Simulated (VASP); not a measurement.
An input for Ansatz (written as the equivalent of a VASP run, and not itself run):

Ansatz 0.2 input:
```yaml
crystal:
  lattice:
    - [2.9028000, 0.0000000, 0.0000000]
    - [0.0000000, 2.9028000, 0.0000000]
    - [0.0000000, 0.0000000, 2.9028000]
  atoms:
    - { symbol: Zn, position: [0.5000000, 0.5000000, 0.5000000] }
    - { symbol: Cu, position: [0.0000000, 0.0000000, 0.0000000] }
kpoints:
  mp_grid: { grid: [11, 11, 11] }
hamiltonian:
  xc: pbe
  pseudopotentials: { kind: paw }
scf:
  occupations: { method: methfessel_paxton, width: 0.136 }
  max_iter: 100
output: { forces: true, stress: true, eigenvalues: true }
```

Question: Write the VASP files for the same calculation (PBE).

Answer: Several could match; the one computed here: 
KPOINTS:
```
Automatic
0
G
  11 11 11
0 0 0
```

### INCAR
```
LMAXMIX  =  4   # l cut-off of mixed one-centre charges
ALGO  =  Normal
ENCUT  =  300   # plane-wave cut-off (eV)
LASPH  =  .TRUE.
PREC  =  Accurate
NELM  =  100   # most electronic steps
GGA  =  PE   # PBE
SIGMA  =  0.136   # width (eV)
EDIFF  =  1E-6
ISIF  =  2
SYSTEM  =  CuZn
LREAL  =  .FALSE.   # projection in real space or not
LWAVE  =  .FALSE.
ISMEAR  =  1   # Methfessel-Paxton
LCHARG  =  .FALSE.
```

### POSCAR
```
CuZn
1
    2.9028000000     0.0000000000     0.0000000000
    0.0000000000     2.9028000000     0.0000000000
    0.0000000000     0.0000000000     2.9028000000
Zn Cu
1 1
Direct
  0.5000000000   0.5000000000   0.5000000000
  0.0000000000   0.0000000000   0.0000000000
```

POTCAR, in this order: Zn Cu (PBE.64 set). Program: vasp_std.

Limits of the translation: each code has its own PAW files, so the cut-off isn't converted (ENCUT is set for VASP's; basis.ecutwfc is left out, and Ansatz then takes the one that its files recommend); Ansatz stops its SCF on the density residual and VASP on the energy change (EDIFF).

The structure is a typed CuZn crystal. The cell was not relaxed at this level.
